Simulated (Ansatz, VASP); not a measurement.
# Ga13P13H30 (GaP wire along [111], 26 atoms a period, H-terminated) in two plane-wave programs, part 2 of 3

One calculation is typed for both programs; each brings its own data sets. How far apart do they land? Of the first pair: The structure shown is the start of the Ansatz relaxation below; VASP solves that cell, so the two are compared at the walk's first step.

VASP 6.6.1 and Ansatz 0.2.0.

So far: Set-up; Ansatz: relaxation, PBE.

### Step 3. VASP: single point, PBE, start cell, pair 1

Level of this step: PBE; plane waves and PAW (Ga_d, P, H) (VASP).

The same cell, functional, mesh and smearing now go to VASP, with its own data sets.

Lines of VASP's logs that name or quote its potential files are left out, and so is its time.

Contents of INCAR:

```
SYSTEM = Ga13P13H30
PREC = Accurate
ENCUT = 400
EDIFF = 1E-06
NELM = 120
ISMEAR = -1
SIGMA = 0.05
LREAL = Auto
ALGO = Normal
GGA = PE
NBANDS = 176
LORBIT = 11
LWAVE = .FALSE.
LCHARG = .FALSE.
ISIF = 2
LASPH = .TRUE.
GGA_COMPAT = .FALSE.
EFERMI = MIDGAP
KPAR = 4
```

Contents of POSCAR:

```
Ga13P13H30
1.0
   17.1720000000      0.0000000000      0.0000000000
    0.0000000000     16.3860000000      0.0000000000
    0.0000000000      0.0000000000      9.5436000000
Ga P H
13 13 30
Direct
    0.3865679012      0.4356820456      0.0000000000
    0.5000129862      0.6416000244      0.0000000000
    0.3865679012      0.5729606982      0.3333333333
    0.5000129862      0.3670427194      0.3333333333
    0.6134580713      0.5729606982      0.3333333333
    0.2731228162      0.5043213719      0.6666666667
    0.3865679012      0.2984033931      0.6666666667
    0.3865679012      0.7102394117      0.6666666667
    0.5000129862      0.5043213719      0.6666666667
    0.6134580713      0.7102394117      0.6666666667
    0.6134580713      0.2984033931      0.6666666667
    0.7269031563      0.5043213719      0.6666666667
    0.6134580713      0.4356820456      0.0000000000
    0.3865679012      0.4356820456      0.2500000000
    0.5000129862      0.6416000244      0.2500000000
    0.6134580713      0.4356820456      0.2500000000
    0.3865679012      0.5729606982      0.5833333333
    0.5000129862      0.3670427194      0.5833333333
    0.6134580713      0.5729606982      0.5833333333
    0.2731228162      0.5043213719      0.9166666667
    0.3865679012      0.2984033931      0.9166666667
    0.3865679012      0.7102394117      0.9166666667
    0.5000129862      0.5043213719      0.9166666667
    0.6134580713      0.7102394117      0.9166666667
    0.6134580713      0.2984033931      0.9166666667
    0.7269031563      0.5043213719      0.9166666667
    0.3114418239      0.6184153546      0.2781479735
    0.5000129862      0.2761335286      0.2781479735
    0.6885841486      0.6184153546      0.2781479735
    0.3185740741      0.3945427804      0.2999462467
    0.5000129862      0.7238786159      0.2999462467
    0.6814518984      0.3945427804      0.2999462467
    0.1979967389      0.5497760283      0.6114813068
    0.2731228162      0.4134121811      0.6114813068
    0.3114418239      0.3438579885      0.6114813068
    0.3114418239      0.7556940071      0.6114813068
    0.3865679012      0.2074942024      0.6114813068
    0.4616939203      0.7556940071      0.6114813068
    0.5383320522      0.7556940071      0.6114813068
    0.6134580713      0.2074942024      0.6114813068
    0.6885841486      0.7556940071      0.6114813068
    0.6885841486      0.3438579885      0.6114813068
    0.7269031563      0.4134121811      0.6114813068
    0.8020292336      0.5497760283      0.6114813068
    0.2051289599      0.4631821067      0.9666129134
    0.2731228162      0.5865999634      0.9666129134
    0.3185740741      0.2572641279      0.9666129134
    0.3185740741      0.6691000854      0.9666129134
    0.3865679012      0.7925179421      0.9666129134
    0.4545617284      0.2572641279      0.9666129134
    0.5454642441      0.2572641279      0.9666129134
    0.6134580713      0.7925179421      0.9666129134
    0.6814518984      0.6691000854      0.9666129134
    0.6814518984      0.2572641279      0.9666129134
    0.7269031563      0.5865999634      0.9666129134
    0.7948970126      0.4631821067      0.9666129134
```

Contents of KPOINTS:

```
Automatic mesh
0
Gamma
1 1 9
0 0 0
```

Potentials, in the order of the species: Ga_d, P and H (PBE family, release 64).

Command:

```bash
$ mpirun -np 8 vasp_std
```

Numbers of over 12 decimals in the logs are rounded to 6 here.

What it wrote:

```text
[banner, memory and clock lines left out]
running    8 mpi-ranks, on    1 nodes
[...]
|                                                                             |
|           W    W    AA    RRRRR   N    N  II  N    N   GGGG   !!!           |
|           W    W   A  A   R    R  NN   N  II  NN   N  G    G  !!!           |
|           W    W  A    A  R    R  N N  N  II  N N  N  G       !!!           |
|           W WW W  AAAAAA  RRRRR   N  N N  II  N  N N  G  GGG   !            |
|           WW  WW  A    A  R   R   N   NN  II  N   NN  G    G                |
|           W    W  A    A  R    R  N    N  II  N    N   GGGG   !!!           |
|                                                                             |
|     For optimal performance we recommend to set                             |
|       NCORE = 2 up to number-of-cores-per-socket                            |
|     NCORE specifies how many cores store one orbital (NPAR=cpu/NCORE).      |
|     This setting can greatly improve the performance of VASP for DFT.       |
|     The default, NCORE=1 might be grossly inefficient on modern             |
|     multi-core architectures or massively parallel machines. Do your        |
|     Unfortunately you need to use the default for GW and RPA                |
|     calculations (for HF NCORE is supported but not extensively tested      |
|     yet).                                                                   |
|                                                                             |

 LDA part: xc-table for (Slater+PW92), standard interpolation
 POSCAR, INCAR and KPOINTS ok, starting setup
[...]
entering main loop
       N       E                     dE             d eps       ncg     rms          rms(c)
DAV:   1     0.168172594173E+04    0.16817E+04   -0.93557E+04  2136   0.106E+03
DAV:   2     0.165768409865E+02   -0.16651E+04   -0.15985E+04  2440   0.272E+02
DAV:   3    -0.202653280441E+03   -0.21923E+03   -0.21743E+03  2224   0.109E+02
DAV:   4    -0.220483278800E+03   -0.17830E+02   -0.17785E+02  2416   0.322E+01
[...]
DAV:  26    -0.208400441241E+03   -0.28352E-05   -0.20963E-07  1592   0.166E-03    0.274E-04
DAV:  27    -0.208400442528E+03   -0.12865E-05   -0.85203E-08  1416   0.135E-03    0.182E-04
DAV:  28    -0.208400442932E+03   -0.40434E-06   -0.47954E-08  1576   0.119E-03
   1 F= -.20840044E+03 E0= -.20840044E+03  d E =-.376889E-05
```

Parts of OUTCAR (step 3):

```text
  Total        2.4614198      2.5334374     -1.4711007      0.0000000      0.0232180      0.0000000
  in kB        1.4685550      1.5115228     -0.8777017      0.0000000      0.0138525      0.0000000
  external PRESSURE =       0.7007920 kB  Pullay stress =       0.0000000 kB

 POSITION                                       TOTAL-FORCE (eV/Angst)
 -----------------------------------------------------------------------------------
      6.63814      7.13909      0.00000         0.009726      0.011496      0.762625
      8.58622     10.51326      0.00000         0.000000     -0.001078      0.761575
      6.63814      9.38853      3.18120        -0.754035      0.439291      0.346163
      8.58622      6.01436      3.18120         0.000000     -0.865640      0.346108
     10.53430      9.38853      3.18120         0.754035      0.439291      0.346163
      4.69006      8.26381      6.36240        -0.853018      0.321001     -1.218145
      6.63814      4.88964      6.36240        -0.149032     -0.890544     -1.213225
      6.63814     11.63798      6.36240        -0.699769      0.589503     -1.212952
      8.58622      8.26381      6.36240         0.000000      0.006325     -0.995101
     10.53430     11.63798      6.36240         0.699769      0.589503     -1.212952
     10.53430      4.88964      6.36240         0.149032     -0.890544     -1.213225
     12.48238      8.26381      6.36240         0.853018      0.321001     -1.218145
     10.53430      7.13909      0.00000        -0.009726      0.011496      0.762625
      6.63814      7.13909      2.38590         0.509079      0.290840     -0.086380
[...]
-----------------------------------------------------------------------------------
    total drift:                                0.000026     -0.000839      0.001310

  FREE ENERGIE OF THE ION-ELECTRON SYSTEM (eV)
  ---------------------------------------------------
  free  energy   TOTEN  =      -208.4004429319 eV

  energy  without entropy=     -208.4004391631  energy(sigma->0) =     -208.40044105

[... 3 further parts left out ...]
[key lines of the parts left out:]
E-fermi :  -1.6661
```

### Step 4. Comparison

Known differences besides the potentials themselves: the cutoff is 420 eV in Ansatz and 400 eV in VASP (PREC = Accurate, projectors in real space). Total energies have different zeros and are not compared.

Forces on 7 of the 56 atoms, those with the largest forces and the largest differences (eV/Å; atoms numbered as in POSCAR):

| atom | Ansatz x, y, z | VASP x, y, z |
| --- | --- | --- |
| Ga6 | -0.838, 0.330, -1.192 | -0.853, 0.321, -1.218 |
| Ga7 | -0.135, -0.882, -1.189 | -0.149, -0.891, -1.213 |
| Ga8 | -0.699, 0.571, -1.189 | -0.700, 0.590, -1.213 |
| Ga9 | 0.000, 0.006, -0.986 | 0.000, 0.006, -0.995 |
| Ga10 | 0.699, 0.571, -1.189 | 0.700, 0.590, -1.213 |
| Ga11 | 0.135, -0.882, -1.189 | 0.149, -0.891, -1.213 |
| Ga12 | 0.838, 0.330, -1.192 | 0.853, 0.321, -1.218 |

The forces differ by 11 meV/Å r.m.s., which is 2.3 % of the r.m.s. force of 0.466 eV/Å (both taken over all components).

### Step 5. Ansatz: relaxation, PBE

This run makes the geometry at which the two programs are then compared. The cell compared in this pair holds 2660.84 Å³, against 2685.38 Å³ for the pair before.

The structure compared here is the end of the Ansatz relaxation.

Contents of input.yaml:

```yaml
crystal:
  lattice:
    - [17.172, 0.0, 0.0]
    - [0.0, 16.386, 0.0]
    - [0.0, 0.0, 9.5435999497]
  atoms:
    - { symbol: Ga, position: [0.386567888, 0.435682068, 0.0] }
    - { symbol: Ga, position: [0.500012984, 0.641600054, 0.0] }
    - { symbol: P, position: [0.386567888, 0.435682068, 0.25] }
    - { symbol: P, position: [0.500012984, 0.641600054, 0.25] }
    - { symbol: P, position: [0.61345808, 0.435682068, 0.25] }
    - { symbol: H, position: [0.311441835, 0.61841533, 0.278148008] }
    - { symbol: H, position: [0.500012984, 0.276133531, 0.278148008] }
    - { symbol: H, position: [0.688584134, 0.61841533, 0.278148008] }
    - { symbol: H, position: [0.318574055, 0.394542774, 0.299946212] }
    - { symbol: H, position: [0.500012984, 0.723878641, 0.299946212] }
    - { symbol: H, position: [0.681451913, 0.394542774, 0.299946212] }
    - { symbol: Ga, position: [0.386567888, 0.572960725, 0.333333333] }
    - { symbol: Ga, position: [0.500012984, 0.367042739, 0.333333333] }
    - { symbol: Ga, position: [0.61345808, 0.572960725, 0.333333333] }
    - { symbol: P, position: [0.386567888, 0.572960725, 0.583333333] }
    - { symbol: P, position: [0.500012984, 0.367042739, 0.583333333] }
    - { symbol: P, position: [0.61345808, 0.572960725, 0.583333333] }
    - { symbol: H, position: [0.197996739, 0.549776001, 0.611481341] }
    - { symbol: H, position: [0.273122793, 0.413412188, 0.611481341] }
    - { symbol: H, position: [0.311441835, 0.343858015, 0.611481341] }
    - { symbol: H, position: [0.311441835, 0.755693987, 0.611481341] }
    - { symbol: H, position: [0.386567888, 0.207494202, 0.611481341] }
    - { symbol: H, position: [0.461693942, 0.755693987, 0.611481341] }
    - { symbol: H, position: [0.538332026, 0.755693987, 0.611481341] }
    - { symbol: H, position: [0.61345808, 0.207494202, 0.611481341] }
    - { symbol: H, position: [0.688584134, 0.755693987, 0.611481341] }
    - { symbol: H, position: [0.688584134, 0.343858015, 0.611481341] }
    - { symbol: H, position: [0.726903175, 0.413412188, 0.611481341] }
    - { symbol: H, position: [0.802029229, 0.549776001, 0.611481341] }
    - { symbol: Ga, position: [0.273122793, 0.504321397, 0.666666667] }
    - { symbol: Ga, position: [0.386567888, 0.298403411, 0.666666667] }
    - { symbol: Ga, position: [0.386567888, 0.710239383, 0.666666667] }
    - { symbol: Ga, position: [0.500012984, 0.504321397, 0.666666667] }
    - { symbol: Ga, position: [0.61345808, 0.710239383, 0.666666667] }
    - { symbol: Ga, position: [0.61345808, 0.298403411, 0.666666667] }
    - { symbol: Ga, position: [0.726903175, 0.504321397, 0.666666667] }
    - { symbol: P, position: [0.273122793, 0.504321397, 0.916666667] }
    - { symbol: P, position: [0.386567888, 0.298403411, 0.916666667] }
    - { symbol: P, position: [0.386567888, 0.710239383, 0.916666667] }
    - { symbol: P, position: [0.500012984, 0.504321397, 0.916666667] }
    - { symbol: P, position: [0.61345808, 0.710239383, 0.916666667] }
    - { symbol: P, position: [0.61345808, 0.298403411, 0.916666667] }
    - { symbol: P, position: [0.726903175, 0.504321397, 0.916666667] }
    - { symbol: H, position: [0.205128959, 0.463182103, 0.966612879] }
    - { symbol: H, position: [0.273122793, 0.586599984, 0.966612879] }
    - { symbol: H, position: [0.318574055, 0.257264117, 0.966612879] }
    - { symbol: H, position: [0.318574055, 0.669100089, 0.966612879] }
    - { symbol: H, position: [0.386567888, 0.79251797, 0.966612879] }
    - { symbol: H, position: [0.454561722, 0.257264117, 0.966612879] }
    - { symbol: H, position: [0.545464246, 0.257264117, 0.966612879] }
    - { symbol: H, position: [0.61345808, 0.79251797, 0.966612879] }
    - { symbol: H, position: [0.681451913, 0.669100089, 0.966612879] }
    - { symbol: H, position: [0.681451913, 0.257264117, 0.966612879] }
    - { symbol: H, position: [0.726903175, 0.586599984, 0.966612879] }
    - { symbol: H, position: [0.794897009, 0.463182103, 0.966612879] }
    - { symbol: Ga, position: [0.61345808, 0.435682068, 0.0] }
kpoints:
  mp_grid: { grid: [1, 1, 9] }
scf:
  occupations: { method: fermi_dirac, width: 0.05 }
hamiltonian:
  xc: pbe
  pseudopotentials: { kind: paw, azcp: { folder: soft_1 } }
relax:
  cell: { fix: [a, b, alpha, beta, gamma] }
  max_steps: 45
  f_tol: 0.03
```

Command:

```bash
$ ansatz run input.yaml --threads 4 --pin off --max-ram 16384MiB --backend cpu --events-out ev --progress --plain --runs-dir out
```

What it wrote:

```text
[...]
Crystal: 56 atoms, lattice volume = 2685.382 Å³
Basis set: ecut = 420 eV, 52413 PW (Γ), exchange–correlation on 240×240×128 points (8 copies of the dense FFT grid, shifted against one another)
Bands: 188, of which v1, the nominal top of the filled ones, is band 132 counted from 1 (131 counted from 0)
Symmetry: 2 space group operations
[...]
k-points: 5 of 9 (time reversal used)
[...]
- { symbol: P, position: [0.500013, 0.504400, 0.914615] }
    - { symbol: P, position: [0.606430, 0.713881, 0.905188] }
    - { symbol: P, position: [0.619933, 0.303128, 0.905222] }
    - { symbol: P, position: [0.726315, 0.496310, 0.905313] }
[...]
- { symbol: H, position: [0.672266, 0.691603, 0.987670] }
    - { symbol: H, position: [0.690670, 0.271639, 0.961547] }
    - { symbol: H, position: [0.740725, 0.567319, 0.987531] }
    - { symbol: H, position: [0.787663, 0.447851, 0.961764] }
    - { symbol: Ga, position: [0.611976, 0.436709, 0.00571501] }
[key lines of the parts left out:]
Fermi energy:    -1.600461 eV
P = ⅓ Tr σ = -0.0040 GPa (-0.040 kbar)
```

(Part 2 of 3 ends here.)

[Lines on the potential files, build, host, timing and source positions are cut from VASP's logs without a mark.]

[Logs are printed without paths, hosts, clocks, repeated set-up lines and the standing remarks that a program may print on its own settings, such as how far it seeks lower states.]

[Hosts, paths, dates, database ids (printed as entryN), source tags and the programs' standing remarks are cut or masked in the printed files.]
